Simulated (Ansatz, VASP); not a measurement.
# TiO2 (Rutile) in two plane-wave programs, part 2 of 2

One calculation is typed for both programs; each brings its own data sets. How far apart do they land? The cell is taken from a series of runs on this material, whose earlier steps may have relaxed, scaled, displaced or heated it; both programs get it as it stands.

VASP 6.6.1 and Ansatz 0.2.0.

So far: The starting structure; Ansatz: single point, HSE06.

### 3. VASP: single point, HSE06

Level of this step: HSE06, no spin polarisation; plane waves and PAW (Ti_sv, O) (VASP).

The same cell, functional and mesh now go to VASP, with its own data sets.

Lines of VASP's logs that name or quote its potential files are left out, and so is its time.

The run reads the wave functions of an earlier VASP run, which isn't shown here.

INCAR reads:

```
SYSTEM = TiO2
PREC = Accurate
ENCUT = 520
EDIFF = 1E-06
NELM = 100
ISMEAR = 0
SIGMA = 0.01
LREAL = .FALSE.
ALGO = Normal
LHFCALC = .TRUE.
AEXX = 0.25
GGA = PE
HFSCREEN = 0.208
LASPH = .TRUE.
NBANDS = 30
PRECFOCK = Fast
LORBIT = 11
LWAVE = .FALSE.
LCHARG = .FALSE.
KPAR = 8
ISIF = 2
```

POSCAR reads:

```
TiO2
1.0
    4.5922000000      0.0000000000      0.0000000000
    0.0000000000      4.5922000000      0.0000000000
    0.0000000000      0.0000000000      2.9574000000
Ti O
2 4
Direct
    0.0000000000      0.0000000000      0.0000000000
    0.5000000000      0.5000000000      0.5000000000
    0.3042125292      0.3042125292      0.0000000000
    0.1957874708      0.8042125292      0.5000000000
    0.6957874708      0.6957874708      0.0000000000
    0.8042125292      0.1957874708      0.5000000000
```

KPOINTS reads:

```
Automatic mesh
0
Gamma
4 4 4
0 0 0
```

The projector-augmented-wave data sets are Ti_sv and O (PBE family, release 64).

Launch:

```bash
$ mpirun -np 8 vasp_std
```

Numbers of over 12 decimals in the logs are rounded to 6 here.

The log of the run:

```text
[banner, memory and clock lines left out]
running    8 mpi-ranks, on    1 nodes
 distrk:  each k-point on    1 cores,    8 groups
 distr:  one band on    1 cores,    1 groups

 POSCAR found type information on POSCAR TiO
 POSCAR found :  2 types and       6 ions
|                                                                             |
|           W    W    AA    RRRRR   N    N  II  N    N   GGGG   !!!           |
|           W    W   A  A   R    R  NN   N  II  NN   N  G    G  !!!           |
|           W    W  A    A  R    R  N N  N  II  N N  N  G       !!!           |
|           W WW W  AAAAAA  RRRRR   N  N N  II  N  N N  G  GGG   !            |
|           WW  WW  A    A  R   R   N   NN  II  N   NN  G    G                |
|           W    W  A    A  R    R  N    N  II  N    N   GGGG   !!!           |
|                                                                             |
|     For optimal performance we recommend to set                             |
|       NCORE = 2 up to number-of-cores-per-socket                            |
|     NCORE specifies how many cores store one orbital (NPAR=cpu/NCORE).      |
|     This setting can greatly improve the performance of VASP for DFT.       |
|     The default, NCORE=1 might be grossly inefficient on modern             |
|     multi-core architectures or massively parallel machines. Do your        |
|     Unfortunately you need to use the default for GW and RPA                |
|     calculations (for HF NCORE is supported but not extensively tested      |
|     yet).                                                                   |
|                                                                             |

 LDA part: xc-table for (Slater+PW92), standard interpolation
 found WAVECAR, reading the header
 POSCAR, INCAR and KPOINTS ok, starting setup
 FFT: planning ... GRIDC
 FFT: planning ... GRID_SOFT
 FFT: planning ... GRID
 reading WAVECAR
 the WAVECAR file was read successfully
 initial charge from wavefunction
 entering main loop
       N       E                     dE             d eps       ncg     rms          rms(c)
DAV:   1    -0.665041097865E+02   -0.66504E+02   -0.28928E+00  1088   0.158E+01    0.444E+00
DAV:   2    -0.662233649811E+02    0.28074E+00   -0.80486E-01  1248   0.120E+01    0.140E+00
DAV:   3    -0.662547791542E+02   -0.31414E-01   -0.23840E-01  1516   0.384E+00    0.112E+00
DAV:   4    -0.662438661019E+02    0.10913E-01   -0.45935E-02  1416   0.213E+00    0.451E-01
DAV:   5    -0.662459027405E+02   -0.20366E-02   -0.99891E-03  1188   0.649E-01    0.262E-01
DAV:   6    -0.662454742554E+02    0.42849E-03   -0.12218E-03  1294   0.428E-01    0.130E-01
DAV:   7    -0.662456070267E+02   -0.13277E-03   -0.50055E-04  1220   0.147E-01    0.944E-02
DAV:   8    -0.662456114161E+02   -0.43894E-05   -0.10530E-04  1384   0.132E-01    0.520E-02
DAV:   9    -0.662456284446E+02   -0.17028E-04   -0.29662E-05  1252   0.506E-02    0.304E-02
DAV:  10    -0.662456335561E+02   -0.51115E-05   -0.44305E-06  1200   0.224E-02    0.183E-02
DAV:  11    -0.662456368672E+02   -0.33111E-05   -0.27491E-06  1058   0.112E-02    0.121E-02
DAV:  12    -0.662456383794E+02   -0.15123E-05   -0.55268E-07   636   0.840E-03    0.753E-03
DAV:  13    -0.662456391584E+02   -0.77892E-06   -0.39686E-07   636   0.552E-03
   1 F= -.66245639E+02 E0= -.66245639E+02  d E =-.431426E-56
```

OUTCAR, selected parts (step 3):

```text
ion  position               nearest neighbor table
   1  0.000  0.000  0.000-   4 1.95   6 1.95   4 1.95   6 1.95   5 1.98   3 1.98
   2  0.500  0.500  0.500-   3 1.95   5 1.95   3 1.95   5 1.95   4 1.98   6 1.98
   3  0.304  0.304  0.000-   2 1.95   2 1.95   1 1.98
   4  0.196  0.804  0.500-   1 1.95   1 1.95   2 1.98
   5  0.696  0.696  0.000-   2 1.95   2 1.95   1 1.98
   6  0.804  0.196  0.500-   1 1.95   1 1.95   2 1.98

  LATTYP: Found a simple tetragonal cell.
 ALAT       =     4.5922000000
 C/A-ratio  =     0.6440050520

 Subroutine GETGRP returns: Found 16 space group operations
 (whereof  8 operations were pure point group operations)

The static configuration has the point symmetry D_2h.
 The point group associated with its full space group is D_4h.

 Found     18 irreducible k-points:

   k-points           NKPTS =     18   k-points in BZ     NKDIM =     64   number of bands    NBANDS=     30

   dimension x,y,z NGX =    36 NGY =   36 NGZ =   24
   dimension x,y,z NGXF=    72 NGYF=   72 NGZF=   48

   ENCUT  =  520.0 eV  38.22 Ry    6.18 a.u.   8.54  8.54  5.50*2*pi/ulx,y,z

   NELECT =      48.0000    total number of electrons

 k-points in reciprocal lattice and weights: Automatic mesh
   0.00000000  0.00000000  0.00000000       0.016
   0.25000000  0.00000000  0.00000000       0.062
   0.50000000  0.00000000  0.00000000       0.031
   0.25000000  0.25000000  0.00000000       0.062
   0.50000000  0.25000000  0.00000000       0.062
   0.50000000  0.50000000  0.00000000       0.016
   0.00000000  0.00000000  0.25000000       0.031
   0.25000000  0.00000000  0.25000000       0.125
   0.50000000  0.00000000  0.25000000       0.062
[...]
0.50000000  0.25000000  0.50000000       0.062
   0.50000000  0.50000000  0.50000000       0.016

  exchange ACFDT corr.  =         0.00000000  see jH, gK, PRB 81, 115126

 average (electrostatic) potential at core
       1 -71.4409       2 -71.4409       3 -62.9359       4 -62.9359       5 -62.9359
       6 -62.9359

 E-fermi :   4.0368

 k-point     1 :       0.0000    0.0000    0.0000
  band No.  band energies     occupation
    ...
     20       1.6986      2.00000
     21       3.1622      2.00000
     22       3.4762      2.00000
     23       3.4762      2.00000
     24       3.9271      2.00000
     25       7.2641      0.00000
     26       7.5662      0.00000
     27       7.8542      0.00000
     28       7.9567      0.00000
     29       7.9567      0.00000
    ...

 k-point     2 :       0.2500    0.0000    0.0000
  band No.  band energies     occupation
    ...
     20       1.7739      2.00000
     21       2.4202      2.00000
     22       2.7883      2.00000
     23       3.0650      2.00000
     24       3.6687      2.00000
     25       7.5762      0.00000
     26       7.9380      0.00000
     27       8.2097      0.00000
     28       8.2810      0.00000
     29       8.2842      0.00000
    ...

 k-point     3 :       0.5000    0.0000    0.0000
  band No.  band energies     occupation
    ...
     20       0.6004      2.00000
     21       2.1431      2.00000
     22       2.1431      2.00000
     23       3.1092      2.00000
     24       3.1092      2.00000
     25       7.9963      0.00000
     26       7.9963      0.00000
     27       8.5500      0.00000
     28       8.5500      0.00000
     29       9.1301      0.00000
    ...

  Total       -0.7706053     -0.7706053     -1.0154125      0.0000000      0.0000000      0.0000000
  in kB      -19.7966143    -19.7966143    -26.0856350      0.0000000      0.0000000      0.0000000
  external PRESSURE =     -21.8929545 kB  Pullay stress =       0.0000000 kB

  energy-cutoff  :      520.00
  volume of cell :       62.37
      direct lattice vectors                 reciprocal lattice vectors
     4.592200000  0.000000000  0.000000000     0.217760550  0.000000000  0.000000000
     0.000000000  4.592200000  0.000000000     0.000000000  0.217760550  0.000000000
     0.000000000  0.000000000  2.957400000     0.000000000  0.000000000  0.338134848

 POSITION                                       TOTAL-FORCE (eV/Angst)
 -----------------------------------------------------------------------------------
      0.00000      0.00000      0.00000         0.000000      0.000000      0.000000
      2.29610      2.29610      1.47870         0.000000      0.000000      0.000000
      1.39700      1.39700      0.00000         0.116023      0.116023      0.000000
      0.89910      3.69310      1.47870        -0.116023      0.116023      0.000000
      3.19520      3.19520      0.00000        -0.116023     -0.116023      0.000000
      3.69310      0.89910      1.47870         0.116023     -0.116023      0.000000
 -----------------------------------------------------------------------------------
    total drift:                               -0.000003      0.000002      0.000000

  FREE ENERGIE OF THE ION-ELECTRON SYSTEM (eV)
  ---------------------------------------------------
  free  energy   TOTEN  =       -66.2456391584 eV

  energy  without entropy=      -66.2456391584  energy(sigma->0) =      -66.24563916

 total charge
# of ion       s       p       d       tot
------------------------------------------
    1        2.226   6.320   1.571  10.117
    2        2.226   6.320   1.571  10.117
    3        1.574   3.547   0.000   5.121
    4        1.574   3.547   0.000   5.121
    5        1.574   3.547   0.000   5.121
    6        1.574   3.547   0.000   5.121
--------------------------------------------------
tot         10.750  26.828   3.142  40.720

[... 3 further parts left out ...]
```

The run ends at a pressure of -2.19 GPa, with forces up to 0.16 eV/Å.

### 4. Comparison

Known differences besides the potentials themselves: exact exchange at q = 0 is treated differently, which shows on coarse meshes; VASP keeps PBE cores, Ansatz makes them for the functional; fixed occupations in Ansatz, narrow Gaussian smearing in VASP; the cutoff is 420 eV in Ansatz and 520 eV in VASP; VASP takes a coarser grid for exact exchange (PRECFOCK = Fast). Total energies have different zeros and are not compared.

The two programs side by side:

```
              quantity  Ansatz   VASP  difference
gap on the k mesh (eV)   3.372  3.337      +0.035
```

A gap on the mesh is an upper bound, since the band edges may lie between its points.

### 5. Results

| Item | Value |
| --- | --- |
| difference in gap on the k mesh (single point, HSE06) | 0.035 eV |

In words: The difference in gap on the k mesh is 0.035 eV (single point, HSE06), within the 0.08 eV picked in this series as the mark of a large difference. Such differences can come from data sets, numerical settings and the points named under the comparisons, not from the functional's error against experiment.

[Lines on the potential files, build, host, timing and source positions are cut from VASP's logs without a mark.]

[Logs are printed without paths, hosts, clocks, repeated set-up lines and the standing remarks that a program may print on its own settings, such as how far it seeks lower states.]

[Hosts, paths, dates, database ids (printed as entryN), source tags and the programs' standing remarks are cut or masked in the printed files.]
